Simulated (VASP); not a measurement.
Pd:

```
Pd
1.0
     0.00000    1.94000    1.94000
     1.94000    0.00000    1.94000
     1.94000    1.94000    0.00000
Pd
1
Cartesian
  0.0000 0.0000 0.0000
```

The cell was built by a generator and needn't be a form met in nature.

| Item | Value |
| --- | --- |
| Program | VASP 6.6.1 |
| Task | relaxation of cell and atoms |
| Functional | PBE |
| Potentials or basis | VASP PAW PBE potentials, release 64 (Pd) |
| Cutoff | 600 eV |
| k mesh | 18 × 18 × 18 |
| Occupations | methfessel-paxton, width 0.1 eV |
| Spin | no spin polarisation |

At the start: pressure 8.7 GPa; volume 14.60 Å³/atom.

**Question.** How do energy, volume and symmetry change on relaxing?

**Answer.** Over 4 steps the energy falls by 17.3 meV/atom and the volume is 15.27 Å³/atom (+4.6 %); space group Fm-3m (No. 225, to 0.05 Å).

Step by step:
| step | energy change (eV) | largest force (eV/Å) | pressure (GPa) | volume (Å³) |
| --- | --- | --- | --- | --- |
| 1 | 0.0000 | 0.0000 | 8.68 | 14.60 |
| 2 | 0.0165 | 0.0000 | -9.47 | 16.34 |
| 3 | -0.0173 | 0.0000 | -0.11 | 15.29 |
| 4 | -0.0173 | 0.0000 | 0.05 | 15.27 |

Final structure:
```xyz
1
Lattice="0.0000 1.9693 1.9693 1.9693 0.0000 1.9693 1.9693 1.9693 0.0000" Properties=species:S:1:pos:R:3 pbc="T T T"
Pd    0.0000    0.0000    0.0000
```
